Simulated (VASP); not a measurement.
Input:

```yaml
crystal:
  lattice:
    - [0.00000, 2.93133, 2.93133]
    - [2.93133, 0.00000, 2.93133]
    - [2.93133, 2.93133, 0.00000]
  atoms:
    - { symbol: Mo, position: [0.00000, 0.00000, 0.00000] }
    - { symbol: S, position: [0.25000, 0.25000, 0.25000] }
    - { symbol: S, position: [0.75000, 0.75000, 0.75000] }
```

Calculation: r2SCAN meta-GGA, VASP's PBE PAW potentials (set 64) (plane waves; VASP). Numerical set-up: 400 eV cut-off, 10×10×10 Γ-centred mesh, tetrahedra with Blöchl corrections, potentials Mo_sv S.

Problem. Predict the energy per atom (σ→0), band gap (over mesh and band path) with the smallest direct gap where there is one.

Solution. 
```
Quantity                                                               Value
----------------------------------  ----------------------------------------
band gap (over mesh and band path)  none (metal, semimetal or under 0.01 eV)
energy per atom (σ→0)                                        -14.206 eV/atom
```

Only differences to runs with the same potentials and settings are physical.

The structure was generated: MoS2 was put into the fluorite type (Fm-3m), which need not be its known phase. It was relaxed first, which changed the volume by -6 %.
